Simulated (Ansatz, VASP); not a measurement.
# Cross-check of AlNi between VASP and Ansatz, part 2 of 2

Aim: how closely do two programs agree when they are given the same cell, functional and k mesh? The cell is taken from a series of runs on this material, whose earlier steps may have relaxed, scaled, displaced or heated it; both programs get it as it stands.

VASP 6.6.1 and Ansatz 0.2.0.

So far: The structure; VASP: relaxation of cell and atoms, PBEsol; Ansatz: relaxation of cell and atoms, PBEsol; Side by side.

## 5. Ansatz: relaxation of cell and atoms, PBE with D3(BJ)

Level of this step: Ansatz beside VASP: Kohn-Sham DFT, plane waves, PBE with D3(BJ) (Ansatz).

The relaxed volume is the usual yardstick between codes: in a stiff, nearly cubic crystal its relative difference is about their pressure difference at one cell divided by the bulk modulus.

The cell is taken from a series of runs on this material, whose earlier steps may have relaxed, scaled, displaced or heated it; both programs get it as it stands.

File input.yaml:

```yaml
crystal:
  lattice:
    - [2.862022471, 0.0, 0.0]
    - [0.0, 2.862022471, 0.0]
    - [0.0, 0.0, 2.862022471]
  atoms:
    - { symbol: Al, position: [0.0, 0.0, 0.0] }
    - { symbol: Ni, position: [0.5, 0.5, 0.5] }
kpoints:
  mp_grid: { grid: [16, 16, 16] }
hamiltonian:
  xc: pbe
  dispersion: d3bj
scf:
  occupations: { method: methfessel_paxton, width: 0.2 }
  lower_state_search: "off"
output:
  forces: true
  stress: true
  eigenvalues: true
relax:
  adjacent_minimum: "off"
  f_tol: 0.001
  max_steps: 60
  cell: { stress_tol: 0.01 }
```

Command:

```
> ansatz run input.yaml --threads 8 --pin off --max-ram 16384MiB --backend cpu --events-out ev --progress --plain --runs-dir out
```

Numbers of over 12 decimals in the logs are rounded to 6 here.

The program printed:

```text
[...]
Crystal: 2 atoms, lattice volume = 23.443 Å³
Basis set: ecut = 420 eV, 461 PW (Γ), exchange–correlation on 40×40×40 points (8 copies of the dense FFT grid, shifted against one another)
Bands: 15, of which v1, the nominal top of the filled ones, is band 11 counted from 1 (10 counted from 0)
Symmetry: 48 space group operations
[...]
k-points: 165 of 4096
[...]
k-point 164: bands = [... 7 lower, 13.4242, 13.4242, 16.3609, 16.3609, 16.3609, 18.3282, 18.9885, 18.9885]
--- Relaxed structure (3 steps of the walk, 3 accepted, 1 SCFs on fresh bases) ---
[...]
cell:  # Å, volume = 23.3208 Å³
    - [2.857027, 0, 0]
    - [0, 2.857027, 0.0]
    - [0, 0.0, 2.857027]
  atoms:
    - { symbol: Al, position: [0, 0, 0] }
    - { symbol: Ni, position: [0.5, 0.5, 0.5] }
[key lines of the parts left out:]
SCF converged after 6 iterations
Free energy (F): -6379.423134 eV
Fermi energy:    14.417714 eV
P = ⅓ Tr σ = 0.0046 GPa (0.046 kbar)
```

## 6. VASP: relaxation of cell and atoms, PBE with D3(BJ)

The same cell, functional, mesh and smearing now go to VASP, with its own data sets.

File INCAR:

```
SYSTEM = AlNi
PREC = Accurate
ENCUT = 600
EDIFF = 1E-07
NELM = 120
ISMEAR = 1
SIGMA = 0.2
LREAL = .FALSE.
ALGO = Normal
GGA = PE
IVDW = 12
NBANDS = 12
LASPH = .TRUE.
LORBIT = 11
LWAVE = .FALSE.
LCHARG = .FALSE.
ISIF = 3
IBRION = 2
NSW = 80
EDIFFG = -0.005
GGA_COMPAT = .FALSE.
NELMIN = 4
```

File POSCAR:

```
AlNi
1.0
    2.8620220000      0.0000000000      0.0000000000
    0.0000000000      2.8620220000      0.0000000000
    0.0000000000      0.0000000000      2.8620220000
Al Ni
1 1
Direct
    0.0000000000      0.0000000000      0.0000000000
    0.5000000000      0.5000000000      0.5000000000
```

File KPOINTS:

```
Automatic mesh
0
Gamma
16 16 16
0 0 0
```

PAW data sets: Al and Ni (PBE family, release 64).

Command:

```
> mpirun -np 1 vasp_std
```

The program printed:

```text
[banner, memory and clock lines left out]
running    1 mpi-ranks, on    1 nodes
[...]
LDA part: xc-table for (Slater+PW92), standard interpolation
 POSCAR, INCAR and KPOINTS ok, starting setup
[...]
entering main loop
       N       E                     dE             d eps       ncg     rms          rms(c)
DAV:   1     0.446261086943E+02    0.44626E+02   -0.61492E+03  3988   0.129E+03
DAV:   2    -0.102486906183E+02   -0.54875E+02   -0.50774E+02  4056   0.207E+02
DAV:   3    -0.119518823364E+02   -0.17032E+01   -0.16801E+01  4816   0.425E+01
DAV:   4    -0.119759560770E+02   -0.24074E-01   -0.24065E-01  4340   0.453E+00
[...]
DAV:  12    -0.105260422880E+02    0.16735E-05   -0.48697E-06  4804   0.379E-02    0.290E-03
DAV:  13    -0.105260419408E+02    0.34728E-06   -0.13330E-07  2840   0.489E-03    0.158E-03
DAV:  14    -0.105260419420E+02   -0.12169E-08   -0.13483E-07  2340   0.562E-03
   1 F= -.11430294E+02 E0= -.11430658E+02  d E =-.114303E+02
[...]
DAV:   8    -0.105163810270E+02    0.15511E-06   -0.23586E-08  2144   0.162E-03    0.262E-04
DAV:   9    -0.105163810276E+02   -0.59367E-09   -0.75295E-09  2144   0.778E-04
   2 F= -.11430414E+02 E0= -.11430773E+02  d E =-.120236E-03
 trial-energy change:   -0.000120  1 .order   -0.000112   -0.001479    0.001254
 step:   0.5454(harm=  0.5411)  dis= 0.00000  next Energy=   -11.430699 (dE=-0.405E-03)
[...]
N       E                     dE             d eps       ncg     rms          rms(c)
DAV:   1    -0.105270177370E+02   -0.10637E-01   -0.65878E-02  4348   0.441E+00    0.703E-01
DAV:   2    -0.105330211133E+02   -0.60034E-02   -0.17986E-01  4428   0.664E+00    0.882E-01
DAV:   3    -0.105212838450E+02    0.11737E-01   -0.71588E-02  4376   0.423E+00    0.108E-01
DAV:   4    -0.105211237826E+02    0.16006E-03   -0.48449E-04  4348   0.234E-01    0.118E-02
DAV:   5    -0.105211243543E+02   -0.57170E-06   -0.12769E-05  5740   0.355E-02    0.551E-03
DAV:   6    -0.105211254650E+02   -0.11107E-05   -0.70924E-07  4392   0.821E-03    0.132E-03
DAV:   7    -0.105211255605E+02   -0.95475E-07   -0.36251E-08  2248   0.279E-03
   3 F= -.11430695E+02 E0= -.11431057E+02  d E =-.401374E-03
[...]
reached required accuracy - stopping structural energy minimisation
```

From OUTCAR (step 6):

```text
 Edisp (eV)   -0.91403

 Edisp (eV)   -0.90957

  Total       0.00178     0.00178     0.00178     0.00000     0.00000     0.00000
  in kB       0.12253     0.12253     0.12253     0.00000     0.00000     0.00000
  external pressure =        0.12 kB  Pullay stress =        0.00 kB

 POSITION                                       TOTAL-FORCE (eV/Angst)
 -----------------------------------------------------------------------------------
      0.00000      0.00000      0.00000        -0.000000     -0.000000      0.000000
      1.42832      1.42832      1.42832         0.000000      0.000000      0.000000
 -----------------------------------------------------------------------------------
    total drift:                                0.000000      0.000000     -0.000000

  FREE ENERGIE OF THE ION-ELECTRON SYSTEM (eV)
  ---------------------------------------------------
  free  energy   TOTEN  =       -11.4306954799 eV

  energy  without entropy=      -11.4317787149  energy(sigma->0) =      -11.43105656

[... 2 parts as in an earlier step ...]

[... 2 further parts left out ...]
[key lines of the parts left out:]
E-fermi :  10.3642
```

Dispersion corrections of this kind ignore metallic screening and tend to overbind metals.

## 7. Differences

What differs besides the data sets and the points named for the pairs above, as far as they apply: the data sets hold 21 valence electrons in Ansatz (on its default PAW (the set named soft_2) files) and 13 in VASP. Total energies have different zeros and are not compared.

The two programs side by side:

```csv
quantity,Ansatz,VASP,difference
volume (Å³),23.32,23.31,+0.04 %
"edge a after relaxation, in the typed setting (Å)",2.857,2.857,+0.01 %
```

## 8. Summary of results

```json
{
  "difference in volume (relaxation of cell and atoms, PBEsol)": "-0.089 %",
  "difference in volume (relaxation of cell and atoms, PBE with D3(BJ))": "0.041 %"
}
```

The difference in volume is -0.089 % (relaxation of cell and atoms, PBEsol), within the 1.2 % picked in this series as the mark of a large difference, as far as the stopping tolerances let one tell. The data sets hold unlike numbers of valence electrons (21 in Ansatz and 13 in VASP), so part of the differences comes from the potentials. How closely two codes agree says nothing of how well the functional describes the real material.

[Lines on the potential files, build, host, timing and source positions are cut from VASP's logs without a mark.]

[Logs are printed without paths, hosts, clocks, repeated set-up lines and the standing remarks that a program may print on its own settings, such as how far it seeks lower states.]

[Hosts, paths, dates, database ids (printed as entryN), source tags and the programs' standing remarks are cut or masked in the printed files.]
